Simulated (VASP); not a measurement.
Data:

```
Si
1.0
    0.00000     2.72659     2.72659
    2.72659     0.00000     2.72659
    2.72659     2.72659     0.00000
Si
2
Cartesian
  0.00000   0.00000   0.00000
  1.36330   1.36330   1.36330
```

Computed with PBE GGA with D3 dispersion (zero damping), VASP's PBE PAW potentials (set 64) (plane waves; VASP 6.6.1). Numerical set-up: 520 eV cut-off, Gaussian smearing of 0.050 eV, potentials Si.

Task: Predict the band gap (along the path) with the smallest direct gap where there is one.

Result: 
```json
{
 "band gap (along the path)": "0.60 eV",
 "smallest direct gap (along the path)": "2.56 eV"
}
```

Only differences to runs with the same potentials and settings are physical.

The compound is Si in the diamond structure. It was relaxed first.
